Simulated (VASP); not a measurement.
Wanted: the native input for a VASP 6.6.1 run.

| Property | Result |
| --- | --- |
| Task | molecular dynamics |
| Functional | PBE |
| Dispersion | D3(BJ) |
| Potentials or basis | VASP PAW PBE potentials, release 64 (O, H, Na_pv, Cl) |
| Cutoff | 520 eV |
| k mesh | 1 × 1 × 1 |
| Occupations | fermi-dirac, width 0.02 eV |
| Spin | no spin polarisation |
| Dipole correction | no |
| Further INCAR settings | LREAL = Auto; ALGO = Fast; EDIFF = 1e-05; NBANDS = 47; ISYM = 0; IBRION = 0; POTIM = 0.5; NSW = 40 |

The structure of NaH12ClO6 lies in POSCAR:

```
NaH12ClO6
1.0
    6.2692210000      0.0000000000      0.0000000000
    0.0000000000      6.2692210000      0.0000000000
    0.0000000000      0.0000000000      6.2692210000
O H Na Cl
6 12 1 1
Direct
    0.5302691000     -0.0074025900      0.8041854500
    0.6260484100      0.4566636800      0.7658401200
    0.3666188500      0.5976349800      0.2035800200
    0.1261933100      0.2467572900      0.9030899100
    1.0636639500      0.9474684400      0.3158606000
    0.8717534500      0.7676383000     -0.0521868700
    0.6716703800     -0.0617249500      0.8538606800
    0.5457217500      0.1481641800      0.7884586400
    0.5164744800      0.5471116300      0.7024863600
    0.7270767300      0.4350900800      0.6437390100
    0.4513133800      0.4843700100      0.1369214200
    0.2439972900      0.5248197300      0.2713914700
    0.0853608900      0.3021756500      0.7602961000
    0.0249072200      0.3147641300      1.0012412100
    1.0147295600      1.0869700800      0.3687468700
    1.0762033300      0.8551834600      0.4388129100
    0.8649400800      0.7783965000      0.1034524500
    0.7894269100      0.6389410100     -0.0959163100
    0.2396380400      0.8966901000      1.0007826900
    0.9529575900      0.4132374000      0.4262999700
```

The cell was built by a generator and needn't be a form met in nature.

The input as run:

INCAR

```
PREC     = Accurate       # precision mode
ENCUT    = 520            # plane-wave cutoff, eV
EDIFF    = 1E-5           # SCF threshold, eV
ISMEAR   = -1             # smearing method
SIGMA    = 0.02           # smearing width, eV
LREAL    = Auto         
LASPH    = T              # aspherical terms in the spheres
NELM     = 100            # most SCF steps
ALGO     = Fast           # electronic algorithm
ISIF     = 2              # what is computed and relaxed
LWAVE    = F              # write WAVECAR
LCHARG   = F              # write CHGCAR
GGA      = PE             # functional
IVDW     = 12             # dispersion correction
NBANDS   = 47             # bands
IBRION   = 0              # ionic algorithm
NSW      = 40             # ionic steps
POTIM    = 0.5            # step
TEBEG    = 400.0        
TEEND    = 400.0        
ISYM     = 0            
NELMIN   = 4            
RANDOM_SEED= 349446 0 0   
MDALGO   = 3            
LANGEVIN_GAMMA= 20 20 20 20
```

KPOINTS

```
regular mesh
0
Gamma
  1 1 1
```

Potentials or basis: VASP PAW PBE potentials, release 64 (O, H, Na_pv, Cl).

Launch:

```bash
$ cat potpaw_PBE.64/O/POTCAR potpaw_PBE.64/H/POTCAR potpaw_PBE.64/Na_pv/POTCAR potpaw_PBE.64/Cl/POTCAR > POTCAR
$ mpirun -np 1 vasp_gam > vasp.out
```

Results of the run:

```yaml
Dispersion_energy_per_atom: -0.044 eV
```

It took 6.3 min on 1 thread of Intel(R) Xeon(R) 6975P-C (Granite Rapids), on a shared host, peak memory 0.37 GiB.
